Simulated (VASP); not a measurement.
The system is Ge53As.

```xyz
54
Lattice="0.0000 8.5200 8.5200 8.5200 0.0000 8.5200 8.5200 8.5200 0.0000" Properties=species:S:1:pos:R:3 pbc="T T T"
As    0.0000    0.0000    0.0000
Ge    1.4200    1.4200    1.4200
Ge    2.8400    2.8400    0.0000
Ge    4.2600    4.2600    1.4200
Ge    5.6800    5.6800    0.0000
Ge    7.1000    7.1000    1.4200
Ge    2.8400    0.0000    2.8400
Ge    4.2600    1.4200    4.2600
Ge    5.6800    2.8400    2.8400
Ge    7.1000    4.2600    4.2600
Ge    8.5200    5.6800    2.8400
Ge    9.9400    7.1000    4.2600
Ge    5.6800    0.0000    5.6800
Ge    7.1000    1.4200    7.1000
Ge    8.5200    2.8400    5.6800
Ge    9.9400    4.2600    7.1000
Ge   11.3600    5.6800    5.6800
Ge   12.7800    7.1000    7.1000
Ge    0.0000    2.8400    2.8400
Ge    1.4200    4.2600    4.2600
Ge    2.8400    5.6800    2.8400
Ge    4.2600    7.1000    4.2600
Ge    5.6800    8.5200    2.8400
Ge    7.1000    9.9400    4.2600
Ge    2.8400    2.8400    5.6800
Ge    4.2600    4.2600    7.1000
Ge    5.6800    5.6800    5.6800
Ge    7.1000    7.1000    7.1000
Ge    8.5200    8.5200    5.6800
Ge    9.9400    9.9400    7.1000
Ge    5.6800    2.8400    8.5200
Ge    7.1000    4.2600    9.9400
Ge    8.5200    5.6800    8.5200
Ge    9.9400    7.1000    9.9400
Ge   11.3600    8.5200    8.5200
Ge   12.7800    9.9400    9.9400
Ge    0.0000    5.6800    5.6800
Ge    1.4200    7.1000    7.1000
Ge    2.8400    8.5200    5.6800
Ge    4.2600    9.9400    7.1000
Ge    5.6800   11.3600    5.6800
Ge    7.1000   12.7800    7.1000
Ge    2.8400    5.6800    8.5200
Ge    4.2600    7.1000    9.9400
Ge    5.6800    8.5200    8.5200
Ge    7.1000    9.9400    9.9400
Ge    8.5200   11.3600    8.5200
Ge    9.9400   12.7800    9.9400
Ge    5.6800    5.6800   11.3600
Ge    7.1000    7.1000   12.7800
Ge    8.5200    8.5200   11.3600
Ge    9.9400    9.9400   12.7800
Ge   11.3600   11.3600   11.3600
Ge   12.7800   12.7800   12.7800
```

The cell was built by a generator and needn't be a form met in nature.

| Quantity | Value |
| --- | --- |
| Program | VASP 6.6.1 |
| Task | relaxation of cell and atoms |
| Functional | PBEsol |
| Potentials or basis | VASP PAW PBE potentials, release 64 (As, Ge) |
| Cutoff | 350 eV |
| k mesh | 2 × 2 × 2 |
| Occupations | gaussian, width 0.05 eV |
| Spin | no spin polarisation |

At the start: pressure 1.2 GPa; volume 22.91 Å³/atom.

How do energy, volume and symmetry change on relaxing?

Over 8 steps the energy falls by 2.6 meV/atom and the volume is 23.32 Å³/atom (+1.8 %); space group F-43m (No. 216, to 0.05 Å).

The path:
```tsv
step	energy change (eV)	largest force (eV/Å)	pressure (GPa)	volume (Å³)
1	0.0000	0.4494	1.17	1236.94
2	-0.1151	0.2006	-0.35	1267.07
3	-0.1181	0.2324	-0.15	1262.81
4	-0.1327	0.1194	-0.06	1260.98
5	-0.1387	0.0574	0.04	1258.85
6	-0.1413	0.0152	0.00	1259.68
7	-0.1415	0.0133	-0.02	1259.95
8	-0.1416	0.0045	0.01	1259.49
```

Final structure:
```
As Ge
1.0
     0.00000    8.57147    8.57147
     8.57147    0.00000    8.57147
     8.57147    8.57147    0.00000
As Ge
1 53
Direct
  0.00000 0.00000 0.00000
  0.08495 0.08495 0.08495
  0.99908 0.99908 0.33506
  0.08376 0.08376 0.41624
  0.99908 0.99908 0.66678
  0.08495 0.08495 0.74515
  0.99908 0.33506 0.99908
  0.08376 0.41624 0.08376
  0.99977 0.33341 0.33341
  0.08376 0.41624 0.41624
  0.99908 0.33506 0.66678
  0.08386 0.41709 0.74953
  0.99908 0.66678 0.99908
  0.08495 0.74515 0.08495
  0.99908 0.66678 0.33506
  0.08386 0.74953 0.41709
  0.99974 0.66675 0.66675
  0.08386 0.74953 0.74953
  0.33506 0.99908 0.99908
  0.41624 0.08376 0.08376
  0.33341 0.99977 0.33341
  0.41624 0.08376 0.41624
  0.33506 0.99908 0.66678
  0.41709 0.08386 0.74953
  0.33341 0.33341 0.99977
  0.41624 0.41624 0.08376
  0.33341 0.33341 0.33341
  0.41668 0.41668 0.41668
  0.33354 0.33354 0.66646
  0.41668 0.41668 0.74997
  0.33506 0.66678 0.99908
  0.41709 0.74953 0.08386
  0.33354 0.66646 0.33354
  0.41668 0.74997 0.41668
  0.33354 0.66646 0.66646
  0.41709 0.74953 0.74953
  0.66678 0.99908 0.99908
  0.74515 0.08495 0.08495
  0.66678 0.99908 0.33506
  0.74953 0.08386 0.41709
  0.66675 0.99974 0.66675
  0.74953 0.08386 0.74953
  0.66678 0.33506 0.99908
  0.74953 0.41709 0.08386
  0.66646 0.33354 0.33354
  0.74997 0.41668 0.41668
  0.66646 0.33354 0.66646
  0.74953 0.41709 0.74953
  0.66675 0.66675 0.99974
  0.74953 0.74953 0.08386
  0.66646 0.66646 0.33354
  0.74953 0.74953 0.41709
  0.66675 0.66675 0.66675
  0.75000 0.75000 0.75000
```

Caveat: the PAW data sets were made with another functional, which shifts forces and pressure a little.
